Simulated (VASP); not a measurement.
A cell of TeRh (relaxed from the CrB structure, space group Cmcm) near equilibrium:

```
CELL_PARAMETERS angstrom
      1.80426    -5.16108     0.00000
      1.80426     5.16108     0.00000
      0.00000     0.00000     3.96807
ATOMIC_POSITIONS crystal
  Te 0.64392 0.35608 0.25000
  Te 0.35608 0.64392 0.75000
  Rh 0.90466 0.09534 0.25000
  Rh 0.09534 0.90466 0.75000
```

The numbers are results of PBEsol GGA, VASP's PBE PAW potentials (set 64) (plane waves; VASP), not measurements.

```tsv
run	ΔE (meV/atom)	σxx	σyy	σzz	largest shear component, with its sign (GPa)	largest force (eV/Å)
as it is	0.0	0.44	0.49	0.02	0.00	0.085
after one change	10.4	0.10	0.62	0.96	0.00	0.702
```
Stress is in GPa, positive when the cell is compressed.

Question: Name the change that produced these shifts.
A. atom 1 (Te) moved by -0.150 Å along z
B. atom 3 (Rh) moved by -0.100 Å along y
C. atom 2 (Te) moved by -0.150 Å along y
D. atom 4 (Rh) moved by -0.075 Å along x

Answer: B, atom 3 (Rh) moved by -0.100 Å along y

The structure was generated: TeRh was put into the CrB type (Cmcm), which need not be its known phase.
